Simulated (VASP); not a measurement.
```yaml
crystal:
  lattice:
    - [1.59092, -2.75555, 0.00000]
    - [1.59092, 2.75555, 0.00000]
    - [0.00000, 0.00000, 3.53920]
  atoms:
    - { symbol: Zr, position: [0.00000, 0.00000, 0.00000] }
    - { symbol: B, position: [0.33333, 0.66667, 0.50000] }
    - { symbol: B, position: [0.66667, 0.33333, 0.50000] }
```

Computed with PBE GGA with D4 dispersion, VASP's PBE PAW potentials (set 64) (plane waves; VASP). Numerical set-up: 520 eV cut-off, 11×11×9 Γ-centred mesh, first-order Methfessel-Paxton smearing of 0.10 eV, potentials Zr_sv B.

Problem. What does the run give for the energy per atom (σ→0), pressure, band gap (on the k-mesh) with the smallest direct gap where there is one?

Solution. 
```yaml
band gap (on the k-mesh): none (metal, semimetal or under 0.01 eV)
energy per atom (σ→0): -8.638 eV/atom
pressure: -6.95 GPa
```

Only differences to runs with the same potentials and settings are physical.

The compound is ZrB2 in the AlB2 type structure. This cell is one point of a volume scan, at 1.03 of the reference volume.
